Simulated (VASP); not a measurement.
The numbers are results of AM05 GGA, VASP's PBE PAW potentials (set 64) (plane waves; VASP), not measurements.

Input for VASP

### POSCAR
```
Ca
1
    0.0000000000     2.7900000000     2.7900000000
    2.7900000000     0.0000000000     2.7900000000
    2.7900000000     2.7900000000     0.0000000000
Ca
1
Direct
  0.0000000000   0.0000000000   0.0000000000
```

INCAR:
```
# general
SYSTEM  =  Ca
PREC    =  Accurate
ENCUT   =  520
LREAL   =  .FALSE.
LASPH   =  .TRUE.

# electronic loop
EDIFF   =  1E-6
NELM    =  100
ALGO    =  Normal

# smearing
ISMEAR  =  1
SIGMA   =  0.1

# functional
GGA     =  AM

# ions
IBRION  =  2
NSW     =  60
ISIF    =  3
EDIFFG  =  -0.01

# output
LWAVE   =  .FALSE.
LCHARG  =  .FALSE.
```

KPOINTS:
```
Automatic mesh
0
Gamma
10 10 10
0 0 0
```

POTCAR, in this order: Ca_sv (PBE.64 set). Program: vasp_std.

What VASP printed:

OUTCAR:
```
 ion  position               nearest neighbor table
   1  0.000  0.000  0.000-
  LATTYP: Found a face centered cubic cell.
 ALAT       =     5.5800000000
 Subroutine PRICEL returns:
 Original cell was already a primitive cell.
 Subroutine GETGRP returns: Found 48 space group operations
The static configuration has the point symmetry O_h .
The dynamic configuration has the point symmetry O_h .
 Subroutine INISYM returns: Found 48 space group operations
 Subroutine IBZKPT returns following result:
 Found     47 irreducible k-points:

 Following reciprocal coordinates:
            Coordinates               Weight
  0.000000  0.000000  0.000000      1.000000
  0.100000  0.000000  0.000000      8.000000
  0.200000  0.000000  0.000000      8.000000
  0.300000  0.000000  0.000000      8.000000
  0.400000  0.000000  0.000000      8.000000
  0.500000  0.000000  0.000000      4.000000
  0.100000  0.100000  0.000000      6.000000
  0.200000  0.100000  0.000000     24.000000
  0.300000  0.100000  0.000000     24.000000
  0.400000  0.100000  0.000000     24.000000
  0.500000  0.100000  0.000000     24.000000
 -0.400000  0.100000  0.000000     24.000000
 -0.300000  0.100000  0.000000     24.000000
 -0.200000  0.100000  0.000000     24.000000
 -0.100000  0.100000  0.000000     12.000000
  0.200000  0.200000  0.000000      6.000000
  0.300000  0.200000  0.000000     24.000000
  0.400000  0.200000  0.000000     24.000000
  0.500000  0.200000  0.000000     24.000000
 -0.400000  0.200000  0.000000     24.000000
 -0.300000  0.200000  0.000000     24.000000
 -0.200000  0.200000  0.000000     12.000000
  0.300000  0.300000  0.000000      6.000000
  0.400000  0.300000  0.000000     24.000000
  0.500000  0.300000  0.000000     24.000000
...
```

OSZICAR:
```
       N       E                     dE             d eps       ncg     rms          rms(c)
DAV:   1     0.638081363638E+02    0.63808E+02   -0.52739E+03   846   0.102E+03
DAV:   2    -0.784072569420E+00   -0.64592E+02   -0.64296E+02   871   0.226E+02
DAV:   3    -0.196372862443E+01   -0.11797E+01   -0.11751E+01  1309   0.340E+01
DAV:   4    -0.201367433193E+01   -0.49946E-01   -0.49905E-01  1274   0.510E+00
DAV:   5    -0.201433995359E+01   -0.66562E-03   -0.66521E-03  1421   0.466E-01    0.242E+00
DAV:   6    -0.200768071485E+01    0.66592E-02   -0.77595E-03  1137   0.129E+00    0.145E+00
DAV:   7    -0.200255482478E+01    0.51259E-02   -0.16354E-02   926   0.188E+00    0.875E-02
DAV:   8    -0.200251793694E+01    0.36888E-04   -0.12465E-03  1258   0.324E-01    0.250E-02
DAV:   9    -0.200252386052E+01   -0.59236E-05   -0.42363E-05  1365   0.531E-02    0.190E-02
DAV:  10    -0.200252505568E+01   -0.11952E-05   -0.29452E-05  1150   0.699E-02    0.155E-02
DAV:  11    -0.200252291053E+01    0.21452E-05   -0.16903E-06   889   0.188E-02    0.195E-03
DAV:  12    -0.200252273462E+01    0.17590E-06   -0.15234E-07   539   0.475E-03
   1 F= -.20025227E+01 E0= -.20026640E+01  d E =-.200252E+01
       N       E                     dE             d eps       ncg     rms          rms(c)
DAV:   1    -0.208689727770E+01   -0.84374E-01   -0.23487E+00   897   0.183E+01    0.174E+00
DAV:   2    -0.202167234466E+01    0.65225E-01   -0.20350E-01   891   0.578E+00    0.885E-01
DAV:   3    -0.200492530719E+01    0.16747E-01   -0.12725E-01  1117   0.327E+00    0.282E-01
DAV:   4    -0.200562535283E+01   -0.70005E-03   -0.96756E-03   986   0.115E+00    0.142E-01
DAV:   5    -0.200713428653E+01   -0.15089E-02   -0.23348E-03  1315   0.260E-01    0.737E-02
DAV:   6    -0.200730604414E+01   -0.17176E-03   -0.29660E-04  1441   0.125E-01    0.211E-02
DAV:   7    -0.200729547961E+01    0.10565E-04   -0.15585E-05  1069   0.479E-02    0.546E-03
DAV:   8    -0.200729710516E+01   -0.16255E-05   -0.24029E-05  1328   0.251E-02    0.752E-04
DAV:   9    -0.200729734700E+01   -0.24184E-06   -0.11541E-07   483   0.388E-03
   2 F= -.20072973E+01 E0= -.20073688E+01  d E =-.477461E-02
       N       E                     dE             d eps       ncg     rms          rms(c)
DAV:   1    -0.202645902001E+01   -0.19162E-01   -0.55443E-01   896   0.894E+00    0.836E-01
DAV:   2    -0.201131654426E+01    0.15142E-01   -0.49319E-02   888   0.282E+00    0.433E-01
DAV:   3    -0.200732917145E+01    0.39874E-02   -0.30659E-02  1107   0.160E+00    0.144E-01
DAV:   4    -0.200748474884E+01   -0.15558E-03   -0.23862E-03   967   0.576E-01    0.702E-02
DAV:   5    -0.200785984437E+01   -0.37510E-03   -0.58401E-04  1295   0.133E-01    0.336E-02
DAV:   6    -0.200789948226E+01   -0.39638E-04   -0.71153E-05  1424   0.588E-02    0.846E-03
DAV:   7    -0.200789590136E+01    0.35809E-05   -0.63912E-06   994   0.311E-02    0.884E-03
DAV:   8    -0.200789685895E+01   -0.95759E-06   -0.99692E-06  1343   0.234E-02
   3 F= -.20078969E+01 E0= -.20079162E+01  d E =-.537412E-02
```

**OUTCAR**
```
------------------------ aborting loop because EDIFF is reached ----------------------------------------
  FORCE on cell =-STRESS in cart. coord.  units (eV):
  Direction    XX          YY          ZZ          XY          YZ          ZX
  --------------------------------------------------------------------------------------
  Total       -0.0018451     -0.0018451     -0.0018451     -0.0000000      0.0000000     -0.0000000
  in kB       -0.0713969     -0.0713969     -0.0713969     -0.0000000      0.0000000     -0.0000000
  external PRESSURE =      -0.0713969 kB  Pullay stress =       0.0000000 kB
  volume of cell :       41.41
      direct lattice vectors                 reciprocal lattice vectors
     0.000000000  2.745853572  2.745853572    -0.182092740  0.182092740  0.182092740
     2.745853572  0.000000000  2.745853572     0.182092740 -0.182092740  0.182092740
     2.745853572  2.745853572 -0.000000000     0.182092740  0.182092740 -0.182092740
 POSITION                                       TOTAL-FORCE (eV/Angst)
 -----------------------------------------------------------------------------------
      0.00000      0.00000      0.00000        -0.000000      0.000000      0.000000
 -----------------------------------------------------------------------------------
    total drift:                               -0.000000     -0.000000     -0.000000
  FREE ENERGIE OF THE ION-ELECTRON SYSTEM (eV)
  ---------------------------------------------------
  free  energy   TOTEN  =        -2.0078968589 eV

  energy  without entropy=       -2.0079547704  energy(sigma->0) =       -2.00791616

 reached required accuracy - stopping structural energy minimisation
```
(Selected blocks of OUTCAR.)

**CONTCAR**
```
Ca
   1.00000000000000
     0.0000000000000000    2.7458535716567334    2.7458535716567334
     2.7458535716567334    0.0000000000000000    2.7458535716567334
     2.7458535716567334    2.7458535716567334   -0.0000000000000000
  Ca
     1
Direct
     0.0000000000000000    0.0000000000000000    0.0000000000000000
```

Energy and stress use the plane-wave basis of the starting cell.

The compound is Ca in the fcc structure. This run relaxes it. Symmetry was kept, so distortions that lower it aren't found.
